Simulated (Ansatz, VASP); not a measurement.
## W: VASP beside Ansatz

Wanted: the spread between two codes on one cell, functional and k mesh.

Method: plane waves, with VASP 6.6.1 beside it; single point at PBEsol, in Ansatz 0.2.0.

### 1. The structure

The structure is cubic, space group Im-3m (No. 229). The conventional cell has a = 3.155 Å, b = 3.155 Å, c = 3.155 Å, α = 90.00°, β = 90.00°, γ = 90.00°. W has 8 W at 2.73 Å nearest.

Coordinates:

```cif
data_structure
_symmetry_space_group_name_H-M 'P 1'
_symmetry_Int_Tables_number 1
_cell_length_a 2.7327
_cell_length_b 2.7327
_cell_length_c 2.7327
_cell_angle_alpha 109.471
_cell_angle_beta 109.471
_cell_angle_gamma 109.471
_cell_volume 15.71
loop_
_atom_site_label
_atom_site_type_symbol
_atom_site_fract_x
_atom_site_fract_y
_atom_site_fract_z
_atom_site_occupancy
W1 W 0.00000 0.00000 0.00000 1
```

### 2. Ansatz: single point, PBEsol

Ansatz runs on its default PAW (the set named soft_2) files.

A single point gives forces, pressure and levels at one fixed geometry, so differences don't come from the geometry; what else differs is listed under the comparison.

Contents of input.yaml:

```yaml
crystal:
  lattice:
    - [-1.5777342057, 1.5777342057, 1.5777342057]
    - [1.5777342057, -1.5777342057, 1.5777342057]
    - [1.5777342057, 1.5777342057, -1.5777342057]
  atoms:
    - { symbol: W, position: [0.0, 0.0, 0.0] }
hamiltonian:
  xc: pbesol
  pseudopotentials: { kind: paw }
kpoints:
  mp_grid: { grid: [34, 34, 34] }
scf:
  occupations: { method: fermi_dirac, width: 0.2 }
  n_extra_bands: 4
output:
  forces: true
  stress: true
  eigenvalues: true
```

On the command line:

```sh
ansatz run input.yaml --threads 2 --pin off --max-ram 4608MiB --backend cpu --events-out ev --progress --plain --runs-dir out
```

Numbers of over 12 decimals in the logs are rounded to 6 here.

What it wrote:

```text
scf.n_extra_bands = 4 over 7 filled bands (N_el = 14.0): the run solves 11 bands
Engine: ansatz 0.2.0, aarch64-unknown-linux-gnu
Pseudopotentials: kind: paw
Pseudopotential: W, paw, valence charge 14, recommended cutoff 420 eV (normal), W.paw.azcp
Functional definition: PBEsol
  exchange = pbesol_x
  correlation = pbesol_c
Crystal: 1 atoms, lattice volume = 15.709 Å³
Basis set: ecut = 420 eV, 321 PW (Γ), exchange–correlation on 40×40×40 points (8 copies of the dense FFT grid, shifted against one another)
Bands: 11, of which v1, the nominal top of the filled ones, is band 7 counted from 1 (6 counted from 0)
Symmetry: 48 space group operations
Space group: Im-3m (ITA 229), of the structure as read, at distance tolerance 2.5e-5 Å
k-points: 1059 of 39304
Non-local potential: W, projectors of the file, l = 0: 3, l = 1: 2, l = 2: 2, l = 3: 1
PAW form: soft (Blöchl's): semilocal exchange-correlation on the pseudo side does not see the compensation charge
PAW frozen core: W, regenerated for the run's functional, and the local potential with it (the file was generated under x = pbe(κ = 0.804, μ = 0.219515), c = pbe(β = 0.066725))
PAW one-centre angular grid: W, 590 points (default); XC on 64 Gauss nodes
Initial density: superposition of atomic densities (neutral atoms: chi_scale 0, normalization atom), corrected by the library's trained network
Initial wavefunctions: pseudopotential atomic-orbital guess
Functional: x = pbesol(κ = 0.804, μ = 0.123457), c = pbesol(β = 0.046)
SCF iter   1: F=—  HF=-10256.597659 eV  |F-HF|=—  |Δ(HF+E_count)|=         —  Δρ=2.07e-3  dr2=1.57e-4  ethr=1.77e-3  ⟨swp⟩=5.0  Hψ=61707  notcnv=0
preconditioner: auto → none  [metal: Δε(μ)=0.006 eV  Ē_g=9.141 eV  σ=0.200 eV  W_gap=0.01  n_scr=0 (ndim 8)  ℏωp=22.9 eV  f_vac=0.000  D(μ)=0.47/eV (n_scr^D=0)]
SCF iter   2: F=—  HF=-10256.597350 eV  |F-HF|=—  |Δ(HF+E_count)|=   3.10e-4  Δρ=1.07e-3  dr2=4.63e-5  ethr=1.12e-6  ⟨swp⟩=2.1  Hψ=25313  notcnv=0
SCF iter   3: F=—  HF=-10256.597394 eV  |F-HF|=—  |Δ(HF+E_count)|=   4.42e-5  Δρ=2.84e-4  dr2=1.16e-5  ethr=3.31e-7  ⟨swp⟩=2.0  Hψ=17451  notcnv=0
SCF iter   4: F=—  HF=-10256.597389 eV  |F-HF|=—  |Δ(HF+E_count)|=   5.00e-6  Δρ=1.03e-4  dr2=1.48e-6  ethr=8.32e-8  ⟨swp⟩=3.0  Hψ=18468  notcnv=0
iter 5 did not close the SCF: its close was put off for the readings that it lacked (scf_convergence_deferred on its scf_iter line)
SCF iter   5: F=-10256.597388 eV  HF=-10256.597388 eV  |F-HF|=5.46e-11  |Δ(HF+E_count)|=   7.20e-7  Δρ=3.19e-6  dr2=3.73e-10  ethr=1.06e-8  ⟨swp⟩=2.1  Hψ=17557  notcnv=0
SCF iter   6: F=-10256.597388 eV  HF=-10256.597388 eV  |F-HF|=9.64e-11  |Δ(HF+E_count)|=   1.17e-9  Δρ=1.07e-6  dr2=1.17e-10  ethr=2.66e-12  ⟨swp⟩=1.1  Hψ=35914  notcnv=0
SCF 1 converged in 6 iterations: F = -10256.597388 eV  dr2 = 1.17e-10
  greatest PAW one-centre occupation: 1.000 electrons in one spin orbital (limit 2), on the W atom at site 0 (counted from 0), in its partial waves of l = 0
SCF converged after 6 iterations
Free energy (F): -10256.597388 eV
Harris-Foulkes:  -10256.597388 eV  (|F-HF|=9.64e-11)
Internal energy: -10256.533202 eV  (E = F + TS)
E sigma→0 (E₀):  -10256.565295 eV
Entropy (-TS):   -0.064186 eV (-64.186 meV/atom)
Fermi energy:    22.655593 eV
--- Per-component energies (eV) ---
  E_band       = -80.343368
  E_kinetic    = 450.705088
  E_local      = -594.972246  (includes V_loc(G=0)·N_el)
  E_nonlocal   = 3.073842
  E_hartree    = 213.439977
  E_xc         = -265.405953
  E_vxc        = -238.874969  (∫ρ·V_xc dr)
  E_paw        = -8436.084563  (= ΣΔE_a)
  E_vpaw       = -127.154685  (= ΣTr[D̂ρ^β])
  E_aug_tail   = -0.000058  (compensation charges beyond the density's cutoff)
  E_ewald      = -1627.511081
  E_core_change = 0.221792  (= ΣΔE_core)
  E_smearing   = -0.064186  (= −TS)
  E_closure    = 0.000000  (closes the sum)
  Σ components = -10256.597388   (vs F -10256.597388, Δ=0.00e0)
--- Forces (eV/Å), atoms counted from 1 ---
  atom   1  W     -0.00000000     0.00000000     0.00000000
  max |Σ_I F_I| component: 1.23e-31 eV/Å
--- Stress (GPa, compression-positive) ---
       -0.289110      -0.000000       0.000000
       -0.000000      -0.289110      -0.000000
       -0.000000      -0.000000      -0.289110
  P = ⅓ Tr σ = -0.2891 GPa (-2.891 kbar)
--- Band table (eV; the first three rows and the last of 1059) ---
  k-point 0: bands = [... 3 lower, -14.9601, 12.9885, 21.4240, 21.4240, 21.4240, 24.9290, 24.9290, 37.2227]
  k-point 1: bands = [... 3 lower, -14.9601, 13.0314, 21.3977, 21.4190, 21.4653, 24.8844, 24.9293, 37.2601]
  k-point 2: bands = [... 3 lower, -14.9603, 13.1587, 21.3205, 21.4015, 21.5888, 24.7624, 24.9307, 37.3679]
  k-point 1058: bands = [... 3 lower, -15.8940, 16.7544, 16.7544, 27.9186, 27.9186, 27.9186, 31.0026, 31.0026]
```

The job ended after 7.8 s (2 threads of Arm Neoverse N1, shared host; peak memory 0.43 GiB).

The run ends at a pressure of -0.29 GPa.

### 3. VASP: single point, PBEsol

The same cell, functional, mesh and smearing now go to VASP, with its own data sets and cutoff.

Lines of VASP's logs that name or quote its potential files are left out, and so is its time.

Contents of INCAR:

```
SYSTEM = W
PREC = Accurate
ENCUT = 450
EDIFF = 1E-08
NELM = 100
ISMEAR = -1
SIGMA = 0.2
LREAL = .FALSE.
ALGO = Normal
GGA = PS
NBANDS = 15
LASPH = .TRUE.
LORBIT = 11
LWAVE = .FALSE.
LCHARG = .FALSE.
KPAR = 2
ISIF = 2
```

Contents of POSCAR:

```
W
1.0
   -1.5777342057      1.5777342057      1.5777342057
    1.5777342057     -1.5777342057      1.5777342057
    1.5777342057      1.5777342057     -1.5777342057
W
1
Direct
    0.0000000000      0.0000000000      0.0000000000
```

Contents of KPOINTS:

```
Automatic mesh
0
Gamma
34 34 34
0 0 0
```

Potentials, in the order of the species: W_sv (PBE family, release 64).

On the command line:

```sh
mpirun -np 2 vasp_std
```

What it wrote:

```text
[banner, memory and clock lines left out]
running    2 mpi-ranks, on    1 nodes
 distrk:  each k-point on    1 cores,    2 groups
 distr:  one band on    1 cores,    1 groups

 POSCAR found type information on POSCAR W
 POSCAR found :  1 types and       1 ions
|                                                                             |
|               ----> ADVICE to this user running VASP <----                  |
|                                                                             |
|     You enforced a specific xc type in the INCAR file but a different       |
|     [... a line on the potential file left out ...]
|     I HOPE YOU KNOW WHAT YOU ARE DOING!                                     |
|                                                                             |

 LDA part: xc-table for (Slater+PW92), standard interpolation
 POSCAR, INCAR and KPOINTS ok, starting setup
 FFT: planning ... GRIDC
 FFT: planning ... GRID_SOFT
 FFT: planning ... GRID
 WAVECAR not read
 entering main loop
       N       E                     dE             d eps       ncg     rms          rms(c)
DAV:   1     0.792533723771E+02    0.79253E+02   -0.64839E+03 32158   0.970E+02
DAV:   2    -0.129732941146E+02   -0.92227E+02   -0.88321E+02 36460   0.274E+02
DAV:   3    -0.145137323396E+02   -0.15404E+01   -0.15383E+01 36222   0.343E+01
DAV:   4    -0.145187214390E+02   -0.49891E-02   -0.49890E-02 38000   0.211E+00
DAV:   5    -0.145187562826E+02   -0.34844E-04   -0.34844E-04 36768   0.164E-01    0.220E+01
DAV:   6    -0.139830924867E+02    0.53566E+00   -0.33028E-01 32813   0.753E+00    0.882E+00
DAV:   7    -0.138416656089E+02    0.14143E+00   -0.16501E-01 36649   0.508E+00    0.591E-01
DAV:   8    -0.138365073495E+02    0.51583E-02   -0.47182E-03 33079   0.814E-01    0.639E-02
DAV:   9    -0.138364713357E+02    0.36014E-04   -0.63671E-05 39792   0.854E-02    0.457E-02
DAV:  10    -0.138364688879E+02    0.24477E-05   -0.99382E-06 34801   0.414E-02    0.154E-03
DAV:  11    -0.138364690660E+02   -0.17808E-06   -0.21317E-07 34591   0.476E-03    0.340E-04
DAV:  12    -0.138364690059E+02    0.60119E-07   -0.14211E-09 29479   0.407E-04    0.903E-05
DAV:  13    -0.138364689970E+02    0.89017E-08   -0.13699E-10 18174   0.156E-04
   1 F= -.13836469E+02 E0= -.13804470E+02  d E =-.639986E-01
```

OUTCAR, selected parts (step 3):

```text
ion  position               nearest neighbor table
   1  0.000  0.000  0.000-

  LATTYP: Found a body centered cubic cell.
 ALAT       =     3.1554684114

 Subroutine GETGRP returns: Found 48 space group operations
 (whereof 48 operations were pure point group operations)

The static configuration has the point symmetry O_h .

 Found   1059 irreducible k-points:

   k-points           NKPTS =   1059   k-points in BZ     NKDIM =   1059   number of bands    NBANDS=     15

   dimension x,y,z NGX =    20 NGY =   20 NGZ =   20
   dimension x,y,z NGXF=    40 NGYF=   40 NGZF=   40

   ENCUT  =  450.0 eV  33.07 Ry    5.75 a.u.   4.73  4.73  4.73*2*pi/ulx,y,z

   NELECT =      14.0000    total number of electrons

 k-points in reciprocal lattice and weights: Automatic mesh
   0.00000000  0.00000000  0.00000000       0.000
   0.02941176  0.00000000  0.00000000       0.000
   0.05882353  0.00000000  0.00000000       0.000
   0.08823529  0.00000000  0.00000000       0.000
   0.11764706  0.00000000  0.00000000       0.000
   0.14705882  0.00000000  0.00000000       0.000
   0.17647059  0.00000000  0.00000000       0.000
   0.20588235  0.00000000  0.00000000       0.000
   0.23529412  0.00000000  0.00000000       0.000
[...]
0.50000000  0.50000000  0.47058824       0.000
   0.50000000  0.50000000  0.50000000       0.000

 average (electrostatic) potential at core
       1 -60.3201

 E-fermi :  11.3790

 k-point     1 :       0.0000    0.0000    0.0000
  band No.  band energies     occupation
    ...
      4     -26.2669      2.00000
      5       1.7017      2.00000
      6      10.1581      1.99554
      7      10.1581      1.99554
      8      10.1581      1.99554
      9      13.6657      0.00002
     10      13.6657      0.00002
     11      25.9669      0.00000
     12      25.9669      0.00000
     13      25.9669      0.00000
    ...

 k-point     2 :       0.0294    0.0000    0.0000
  band No.  band energies     occupation
    ...
      4     -26.2670      2.00000
      5       1.7445      2.00000
      6      10.1316      1.99610
      7      10.1529      1.99566
      8      10.1993      1.99453
      9      13.6209      0.00003
     10      13.6658      0.00002
     11      26.0047      0.00000
     12      26.0396      0.00000
     13      26.0761      0.00000
    ...

 k-point     3 :       0.0588    0.0000    0.0000
  band No.  band energies     occupation
    ...
      4     -26.2672      2.00000
      5       1.8719      2.00000
      6      10.0540      1.99735
      7      10.1348      1.99603
      8      10.3223      1.98990
      9      13.4982      0.00005
     10      13.6666      0.00002
     11      26.1136      0.00000
     12      26.2557      0.00000
     13      26.3898      0.00000
    ...

  Total        0.0355534      0.0355534      0.0355534     -0.0000000      0.0000000      0.0000000
  in kB        3.6260246      3.6260246      3.6260246     -0.0000000      0.0000000      0.0000000
  external PRESSURE =       3.6260246 kB  Pullay stress =       0.0000000 kB

  energy-cutoff  :      450.00
  volume of cell :       15.71
      direct lattice vectors                 reciprocal lattice vectors
    -1.577734206  1.577734206  1.577734206     0.000000000  0.316910160  0.316910160
     1.577734206 -1.577734206  1.577734206     0.316910160  0.000000000  0.316910160
     1.577734206  1.577734206 -1.577734206     0.316910160  0.316910160  0.000000000

 POSITION                                       TOTAL-FORCE (eV/Angst)
 -----------------------------------------------------------------------------------
      0.00000      0.00000      0.00000         0.000000     -0.000000     -0.000000
 -----------------------------------------------------------------------------------
    total drift:                                0.000000      0.000000      0.000000

  FREE ENERGIE OF THE ION-ELECTRON SYSTEM (eV)
  ---------------------------------------------------
  free  energy   TOTEN  =       -13.8364689970 eV

  energy  without entropy=      -13.7724704367  energy(sigma->0) =      -13.80446972

 total charge
# of ion       s       p       d       tot
------------------------------------------
    1        2.407   6.345   3.376  12.128

[... 3 further parts left out ...]
```

The run ends at a pressure of 0.36 GPa.

### 4. Comparison

Known differences besides the potentials themselves: the cutoff is 420 eV in Ansatz and 450 eV in VASP; Ansatz makes its cores anew for this functional, VASP keeps those of its PBE data sets. Total energies have different zeros and are not compared.

Compared:

```tsv
quantity	Ansatz	VASP	difference
pressure (GPa)	-0.29	0.36	-0.65
pressure without Ansatz's Pulay correction (GPa)	-0.35	0.36	-0.71
```

Ansatz's pressure holds a Pulay correction of 0.06 GPa; VASP's holds none.

### 5. What came out

- difference in pressure (single point, PBEsol): -0.65 GPa

The difference in pressure is -0.65 GPa (single point, PBEsol), within the 1 GPa picked in this series as the mark of a large difference. How closely two codes agree says nothing of how well the functional describes the real material.

[Lines on the potential files, build, host, timing and source positions are cut from VASP's logs without a mark.]

[Logs are printed without paths, hosts, clocks, repeated set-up lines and the standing remarks that a program may print on its own settings, such as how far it seeks lower states.]

[Hosts, paths, dates, database ids (printed as entryN), source tags and the programs' standing remarks are cut or masked in the printed files.]
